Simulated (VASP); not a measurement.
# SiC (Moissanite): which input changes matter, part 3 of 3

Aim: change the input of a sound run on SiC (Moissanite) piece by piece and see what each change does. All runs use LDA. The start is a cell from a database of measured crystal structures.

VASP 6.6.1, plane waves and PAW; the level of theory is named at each step.

So far. Step 2 (Reference run): The pressure is -3.60 GPa and the largest force 0.731 eV/Å, so the cell is not at a minimum at these settings. Step 6 (Relaxing cell and atoms (LDA) with a changed input): It ends with forces under 0.001 eV/Å and a pressure of 0.00 GPa.

### 7. Full relaxation (LDA) with a changed input

Level of this step: LDA; plane waves and PAW (Si, C) (VASP).

This run is made with a changed input; what comes of it follows.

INCAR

```
SYSTEM = SiC
PREC = Accurate
ENCUT = 520
EDIFF = 1E-06
NELM = 90
ISMEAR = -1
SIGMA = 0.05
LREAL = .FALSE.
ALGO = Normal
GGA = CA
NBANDS = 14
LORBIT = 11
LWAVE = .FALSE.
LCHARG = .FALSE.
KPAR = 4
IBRION = 2
NSW = 3
ISIF = 3
EDIFFG = -0.01
```

POSCAR

```
SiC
1.0
    3.0760000000      0.0000000000      0.0000000000
   -1.5380000000      2.6638941420      0.0000000000
    0.0000000000      0.0000000000      5.0480000000
Si C
2 2
Direct
    0.3333333333      0.6666666667      0.0000000000
    0.6666666667      0.3333333333      0.5000000000
    0.3333333333      0.6666666667      0.3850000000
    0.6666666667      0.3333333333      0.8850000000
```

KPOINTS

```
Automatic mesh
0
Gamma
7 7 4
0 0 0
```

Potentials, in the order of the species: Si and C (LDA family, release 64).

The run is started by

```console
$ mpirun -np 4 vasp_std
```

What it wrote:

```text
[... set-up lines as in an earlier step ...]
 entering main loop
       N       E                     dE             d eps       ncg     rms          rms(c)
DAV:   1     0.258706171552E+02    0.25871E+02   -0.72141E+03   672   0.102E+03
DAV:   2    -0.344904910493E+02   -0.60361E+02   -0.54335E+02   998   0.170E+02
DAV:   3    -0.373113368578E+02   -0.28208E+01   -0.28043E+01   912   0.347E+01
DAV:   4    -0.373381062611E+02   -0.26769E-01   -0.26762E-01   786   0.417E+00
[...]
DAV:  11    -0.332296731943E+02   -0.29983E-05   -0.20527E-05   912   0.364E-02    0.177E-02
DAV:  12    -0.332296720815E+02    0.11128E-05   -0.33373E-06   810   0.118E-02    0.689E-03
DAV:  13    -0.332296717649E+02    0.31659E-06   -0.10867E-06   468   0.649E-03
   1 F= -.33229672E+02 E0= -.33229672E+02  d E =-.332297E+02
[...]
N       E                     dE             d eps       ncg     rms          rms(c)
DAV:   1    -0.332747915551E+02   -0.45119E-01   -0.85100E+00   738   0.222E+01    0.159E+00
DAV:   2    -0.332508915719E+02    0.23900E-01   -0.17517E-01   876   0.325E+00    0.674E-01
DAV:   3    -0.332370999512E+02    0.13792E-01   -0.22540E-02   822   0.124E+00    0.168E-01
DAV:   4    -0.332369202070E+02    0.17974E-03   -0.48152E-03   882   0.457E-01    0.106E-01
DAV:   5    -0.332368871603E+02    0.33047E-04   -0.13105E-04   786   0.879E-02    0.610E-02
DAV:   6    -0.332368743078E+02    0.12853E-04   -0.15274E-05   822   0.271E-02    0.160E-02
DAV:   7    -0.332368736170E+02    0.69080E-06   -0.32346E-06   780   0.143E-02
   2 F= -.33236874E+02 E0= -.33236874E+02  d E =-.720185E-02
 trial-energy change:   -0.007202  1 .order    0.005101   -0.144107    0.154309
 step:   0.5443(harm=  0.4829)  dis= 0.01919  next Energy=   -33.270871 (dE=-0.412E-01)
[...]
N       E                     dE             d eps       ncg     rms          rms(c)
DAV:   1    -0.332776904956E+02   -0.40816E-01   -0.17876E+00   738   0.102E+01    0.667E-01
DAV:   2    -0.332735529078E+02    0.41376E-02   -0.36800E-02   876   0.147E+00    0.329E-01
DAV:   3    -0.332705975924E+02    0.29553E-02   -0.52061E-03   828   0.587E-01    0.693E-02
DAV:   4    -0.332705924999E+02    0.50924E-05   -0.92671E-04   852   0.199E-01    0.477E-02
DAV:   5    -0.332705812907E+02    0.11209E-04   -0.23778E-05   804   0.347E-02    0.240E-02
DAV:   6    -0.332705791881E+02    0.21026E-05   -0.14670E-06   548   0.896E-03    0.916E-03
DAV:   7    -0.332705788790E+02    0.30906E-06   -0.70608E-07   366   0.695E-03
   3 F= -.33270579E+02 E0= -.33270579E+02  d E =-.409071E-01
[...]
opt :   0.5551  next Energy=   -33.270585 (dE=-0.409E-01)
```

The job ended after 4.2 s (4 MPI ranks of AMD EPYC 9R45, shared host; peak memory 0.47 GiB).

OUTCAR, selected parts (step 7):

```text
 k-point     1 :       0.0000    0.0000    0.0000
  band No.  band energies     occupation
    ...
      4       7.0384      2.00000
      5       7.0384      2.00000
      6       8.3899      2.00000
      7       8.3940      2.00000
      8       8.3940      2.00000
      9      13.2181      0.00000
     10      14.9545      0.00000
     11      15.0224      0.00000
     12      15.0224      0.00000
     13      16.2343      0.00000
    ...

  Total       -0.2229995     -0.2229995      0.5825133      0.0000000      0.0000000      0.0000000
  in kB       -8.7970938     -8.7970938     22.9795284      0.0000000      0.0000000      0.0000000
  external PRESSURE =       1.7951136 kB  Pullay stress =       0.0000000 kB

 POSITION                                       TOTAL-FORCE (eV/Angst)
 -----------------------------------------------------------------------------------
     -0.00000      1.76948      0.01865         0.000000     -0.000000      0.076527
      1.53242      0.88474      2.51498        -0.000000      0.000000      0.076527
     -0.00000      1.76948      1.90352         0.000000      0.000000     -0.076527
      1.53242      0.88474      4.39985        -0.000000     -0.000000     -0.076527
 -----------------------------------------------------------------------------------
    total drift:                               -0.000000      0.000000      0.000954

  FREE ENERGIE OF THE ION-ELECTRON SYSTEM (eV)
  ---------------------------------------------------
  free  energy   TOTEN  =       -33.2705788790 eV

  energy  without entropy=      -33.2705788789  energy(sigma->0) =      -33.27057888

[... 7 parts as in an earlier step ...]

[... 12 further parts left out ...]
[key lines of the parts left out:]
E-fermi :   9.3749
```

CONTCAR:

```
SiC
   1.00000000000000
     3.0648311106829986    0.0000000000000000    0.0000000000000000
    -1.5324155553414993    2.6542216001198660    0.0000000000000000
     0.0000000000000000    0.0000000000000000    4.9926552331656930
  Si              C
     2     2
Direct
     0.3333333332999970    0.6666666667000030    0.0037361341307999
     0.6666666667000030    0.3333333332999970    0.5037361341307999
     0.3333333332999970    0.6666666667000030    0.3812638658691981
     0.6666666667000030    0.3333333332999970    0.8812638658691981
```

The relaxation used up its NSW steps before forces and stress met EDIFFG.

The fault in the input: too few ionic steps (NSW = "3"). Raise NSW.

### 8. Total energy, forces and stress (LDA) with a changed input

A single point gives energy, forces and stress at these settings. Some settings are moved from the usual, to see what they do.

Edit INCAR of step 7 so:

```diff
@@ -4,3 +4,3 @@
 EDIFF = 1E-06
-NELM = 90
+NELM = 100
 ISMEAR = -1
@@ -15,5 +15,4 @@
 KPAR = 4
-IBRION = 2
-NSW = 3
-ISIF = 3
-EDIFFG = -0.01
+ISIF = 2
+ISYM = 3
+LMAXMIX = 4
```

POSCAR is that of step 7.

KPOINTS is that of step 7.

The run is started by

```console
$ mpirun -np 4 vasp_std
```

What it wrote:

```text
[... set-up lines as in an earlier step ...]
 entering main loop
       N       E                     dE             d eps       ncg     rms          rms(c)
[... 4 cycles as in an earlier step ...]
DAV:   5    -0.373384463135E+02   -0.34005E-03   -0.34002E-03   924   0.442E-01 -----------------------------------------------------------------------------
|                     _     ____    _    _    _____     _                     |
|                    | |   |  _ \  | |  | |  / ____|   | |                    |
|                    | |   | |_) | | |  | | | |  __    | |                    |
|                    |_|   |  _ <  | |  | | | | |_ |   |_|                    |
|                     _    | |_) | | |__| | | |__| |    _                     |
|                    (_)   |____/   \____/   \_____|   (_)                    |
|                                                                             |
|                                                                             |
|     internal error in CHECK_FULL_KPOINTS: KPOINTS_FULL not properly         |
|     initialised                                                             |
|                                                                             |
|     If you are not a developer, you should not encounter this problem.      |
|     Please submit a bug report.                                             |
|                                                                             |
 -----------------------------------------------------------------------------

 -----------------------------------------------------------------------------
|                     _     ____    _    _    _____     _                     |
|                    | |   |  _ \  | |  | |  / ____|   | |                    |
|                    | |   | |_) | | |  | | | |  __    | |                    |
|                    |_|   |  _ <  | |  | | | | |_ |   |_|                    |
|                     _    | |_) | | |__| | | |__| |    _                     |
|                    (_)   |____/   \____/   \_____|   (_)                    |
|                                                                             |
|                                                                             |
|     internal error in CHECK_FULL_KPOINTS: KPOINTS_FULL not properly         |
|     initialised                                                             |
|                                                                             |
|     If you are not a developer, you should not encounter this problem.      |
|     Please submit a bug report.                                             |
|                                                                             |
 -----------------------------------------------------------------------------

 -----------------------------------------------------------------------------
|                     _     ____    _    _    _____     _                     |
|                    | |   |  _ \  | |  | |  / ____|   | |                    |
|                    | |   | |_) | | |  | | | |  __    | |                    |
|                    |_|   |  _ <  | |  | | | | |_ |   |_|                    |
|                     _    | |_) | | |__| | | |__| |    _                     |
|                    (_)   |____/   \____/   \_____|   (_)                    |
|                                                                             |
|                                                                             |
|     internal error in CHECK_FULL_KPOINTS: KPOINTS_FULL not properly         |
|     initialised                                                             |
|                                                                             |
|     If you are not a developer, you should not encounter this problem.      |
|     Please submit a bug report.                                             |
|                                                                             |
 -----------------------------------------------------------------------------

 -----------------------------------------------------------------------------
|                     _     ____    _    _    _____     _                     |
|                    | |   |  _ \  | |  | |  / ____|   | |                    |
|                    | |   | |_) | | |  | | | |  __    | |                    |
|                    |_|   |  _ <  | |  | | | | |_ |   |_|                    |
|                     _    | |_) | | |__| | | |__| |    _                     |
|                    (_)   |____/   \____/   \_____|   (_)                    |
|                                                                             |
|                                                                             |
|     internal error in CHECK_FULL_KPOINTS: KPOINTS_FULL not properly         |
|     initialised                                                             |
|                                                                             |
|     If you are not a developer, you should not encounter this problem.      |
|     Please submit a bug report.                                             |
|                                                                             |
 -----------------------------------------------------------------------------

1
1
1
1
```

Elapsed: 4.2 s, on 4 MPI ranks.

The run ended with an error.

VASP's message: “internal error in CHECK_FULL_KPOINTS: KPOINTS_FULL not properly initialised”. No number of this run is used.

ISYM = 3 is meant for hybrids and fails here together with this job; the default ISYM avoids it.

### 9. Full relaxation (LDA)

Properties are meant for the cell that this level of theory prefers, so cell and atoms are relaxed first (ISIF = 3) until forces and stress are small; EDIFFG sets the threshold.

Edit INCAR of step 8 so:

```diff
@@ -15,4 +15,5 @@
 KPAR = 4
-ISIF = 2
-ISYM = 3
-LMAXMIX = 4
+IBRION = 2
+NSW = 60
+ISIF = 3
+EDIFFG = -0.01
```

POSCAR is that of step 8.

KPOINTS is that of step 8.

The run is started by

```console
$ mpirun -np 4 vasp_std
```

What it wrote:

```text
[... set-up lines as in an earlier step ...]
 entering main loop
       N       E                     dE             d eps       ncg     rms          rms(c)
[... 13 cycles as in an earlier step ...]
   1 F= -.33229672E+02 E0= -.33229672E+02  d E =-.332297E+02
 curvature:   0.00 expect dE= 0.000E+00 dE for cont linesearch  0.000E+00
 trial: gam= 0.00000 g(F)=  0.103E+00 g(S)=  0.410E-01 ort = 0.000E+00 (trialstep = 0.100E+01)
 search vector abs. value=  0.144E+00
 bond charge predicted
       N       E                     dE             d eps       ncg     rms          rms(c)
[... 7 cycles as in an earlier step ...]
   2 F= -.33236874E+02 E0= -.33236874E+02  d E =-.720185E-02
[...]
3 F= -.33270579E+02 E0= -.33270579E+02  d E =-.409071E-01
[...]
4 F= -.33270582E+02 E0= -.33270582E+02  d E =-.409102E-01
[...]
5 F= -.33273118E+02 E0= -.33273118E+02  d E =-.253566E-02
[...]
6 F= -.33273187E+02 E0= -.33273187E+02  d E =-.260494E-02
[...]
7 F= -.33273192E+02 E0= -.33273192E+02  d E =-.528642E-05
 trial-energy change:   -0.000005  1 .order   -0.000006   -0.000071    0.000059
 step:   0.4831(harm=  0.4831)  dis= 0.00007  next Energy=   -33.273206 (dE=-0.195E-04)
 bond charge predicted
       N       E                     dE             d eps       ncg     rms          rms(c)
DAV:   1    -0.332732116467E+02   -0.18763E-04   -0.21951E-04   768   0.116E-01    0.183E-02
DAV:   2    -0.332732072722E+02    0.43745E-05   -0.84385E-06   792   0.207E-02    0.936E-03
DAV:   3    -0.332732062641E+02    0.10082E-05   -0.18952E-06   526   0.928E-03    0.204E-03
DAV:   4    -0.332732061914E+02    0.72711E-07   -0.15818E-07   336   0.348E-03
   8 F= -.33273206E+02 E0= -.33273206E+02  d E =-.192392E-04
 curvature:  -0.24 expect dE=-0.115E-07 dE for cont linesearch -0.113E-07
 trial: gam= 0.00000 g(F)=  0.212E-08 g(S)=  0.454E-07 ort =-0.194E-05 (trialstep = 0.805E+00)
 search vector abs. value=  0.477E-07
 reached required accuracy - stopping structural energy minimisation
```

Run time: 7.2 s. Hardware: 4 MPI ranks; peak memory 0.48 GiB; 27 s of CPU time.

From OUTCAR (step 9):

```text
   NELECT =      16.0000    total number of electrons

 E-fermi :   9.4447

 k-point     1 :       0.0000    0.0000    0.0000
  band No.  band energies     occupation
    ...
      4       7.0893      2.00000
      5       7.0893      2.00000
      6       8.3023      2.00000
      7       8.4142      2.00000
      8       8.4142      2.00000
      9      13.3218      0.00000
     10      14.8207      0.00000
     11      15.0694      0.00000
     12      15.0694      0.00000
     13      16.2158      0.00000
    ...

  Total       -0.0010239     -0.0010239     -0.0012927      0.0000000      0.0000000     -0.0000000
  in kB       -0.0403564     -0.0403564     -0.0509499      0.0000000      0.0000000     -0.0000000
  external PRESSURE =      -0.0438875 kB  Pullay stress =       0.0000000 kB

 POSITION                                       TOTAL-FORCE (eV/Angst)
 -----------------------------------------------------------------------------------
     -0.00000      1.76571      0.02293         0.000000     -0.000000      0.000105
      1.52915      0.88285      2.53216         0.000000     -0.000000      0.000105
     -0.00000      1.76571      1.90919        -0.000000      0.000000     -0.000105
      1.52915      0.88285      4.41842        -0.000000      0.000000     -0.000105
 -----------------------------------------------------------------------------------
    total drift:                               -0.000000      0.000000     -0.000144

  FREE ENERGIE OF THE ION-ELECTRON SYSTEM (eV)
  ---------------------------------------------------
  free  energy   TOTEN  =       -33.2732061914 eV

  energy  without entropy=      -33.2732061913  energy(sigma->0) =      -33.27320619

[... 10 parts as in an earlier step ...]

[... 8 further parts left out ...]
```

Relaxation path:

| step | energy less that of the first step (eV) | largest force (eV/Å) | pressure (GPa) | volume (Å³) |
| --- | --- | --- | --- | --- |
| 1 | 0.0000 | 0.7309 | -3.58 | 41.36 |
| 2 | -0.0072 | 0.6635 | 4.07 | 39.99 |
| 3 | -0.0409 | 0.0765 | 0.18 | 40.61 |
| 4 | -0.0409 | 0.0612 | 0.27 | 40.60 |
| 5 | -0.0434 | 0.0130 | 0.17 | 40.62 |
| 6 | -0.0435 | 0.0025 | 0.18 | 40.62 |
| 7 | -0.0435 | 0.0021 | -0.15 | 40.68 |
| 8 | -0.0435 | 0.0001 | 0.00 | 40.65 |

| conventional cell, symmetrised | before | after | change |
| --- | --- | --- | --- |
| a (Å) | 3.076 | 3.058 | -0.6 % |
| b (Å) | 3.076 | 3.058 | -0.6 % |
| c (Å) | 5.048 | 5.018 | -0.6 % |
| volume (Å³/atom) | 10.34 | 10.16 | -1.7 % |

The atoms that moved most (Å, as changes of fractional coordinates times the final cell):

| atom | dx | dy | dz | length |
| --- | --- | --- | --- | --- |
| Si2 | 0.000 | 0.000 | 0.023 | 0.023 |
| C3 | 0.000 | 0.000 | -0.023 | 0.023 |
| C4 | 0.000 | 0.000 | -0.023 | 0.023 |
| Si1 | 0.000 | 0.000 | 0.023 | 0.023 |

Final coordinates:

```
Si C
1.0
     3.05829    0.00000    0.00000
    -1.52915    2.64856    0.00000
     0.00000    0.00000    5.01847
Si C
2 2
Direct
  0.33333 0.66667 0.00457
  0.66667 0.33333 0.50457
  0.33333 0.66667 0.38043
  0.66667 0.33333 0.88043
```

Numbers from this step:

| Property | Result |
| --- | --- |
| bands | 14 |
| Fermi energy | 9.445 eV |
| pressure | -0.004389 GPa |
| SCF cycles over all ionic steps | 49 |

It ends with forces under 0.001 eV/Å and a pressure of 0.00 GPa.

### 10. Side by side

| changed | job | ended | energy (meV/atom) | pressure (GPa) | volume (%) |
| --- | --- | --- | --- | --- | --- |
| ISMEAR = 0, SIGMA = 0.3, k = 2×2×1 | single point | converged | +382.65 | -0.54 | - |
| LDAU = True, LDAUTYPE = 2, LDAUL = 2 2 2 2 2, LDAUU = 4 | single point | refused | - | - | - |
| shifted = True, EDIFF = 0.0001 | single point | converged | +0.33 | -0.04 | - |
| AMIX = 0.8, NBANDS = 32 | relaxation | converged | - | - | -0.0 |
| NELM = 90, NSW = 3 | relaxation | not converged | - | - | - |
| ISYM = 3, LMAXMIX = 4 | single point | crashed | - | - | - |

### 11. Results

| Quantity | Value |
| --- | --- |
| ISMEAR = 0, SIGMA = 0.3, k = 2×2×1 (single point) | converged, +382.65 meV/atom |
| LDAU = True, LDAUTYPE = 2, LDAUL = 2 2 2 2 2, LDAUU = 4 (single point) | refused |
| shifted = True, EDIFF = 0.0001 (single point) | converged, +0.33 meV/atom |
| AMIX = 0.8, NBANDS = 32 (relaxation) | converged, volume -0.0 % |
| NELM = 90, NSW = 3 (relaxation) | not converged |
| ISYM = 3, LMAXMIX = 4 (single point) | crashed |

What this shows: Changes that show themselves, by a stop, a warning or no convergence: LDAU = True, LDAUTYPE = 2, LDAUL = 2 2 2 2 2, LDAUU = 4; NELM = 90, NSW = 3; ISYM = 3, LMAXMIX = 4 (where several settings stand together, the step names the one at fault, if it is known). Changes that converge quietly and move the result by over 10 meV an atom or 1 % in volume: ISMEAR = 0, SIGMA = 0.3, k = 2×2×1. Changes with no effect beyond 1 meV an atom and 0.1 GPa here: shifted = True, EDIFF = 0.0001. Differences of single points are from the reference run, and of volumes from the sound relaxation.

[Lines on the potential files, build, host, timing and source positions are cut from VASP's logs without a mark.]

[Logs are printed without paths, hosts, clocks, repeated set-up lines and the standing remarks that a program may print on its own settings, such as how far it seeks lower states.]

[Hosts, paths, dates, database ids (printed as entryN), source tags and the programs' standing remarks are cut or masked in the printed files.]

[A measured line is paired with the nearest computed mode of its activity, which favours agreement.]

[In band tables of VASP the shares of atoms and orbitals are scaled to a sum of 1 inside the atoms' spheres.]
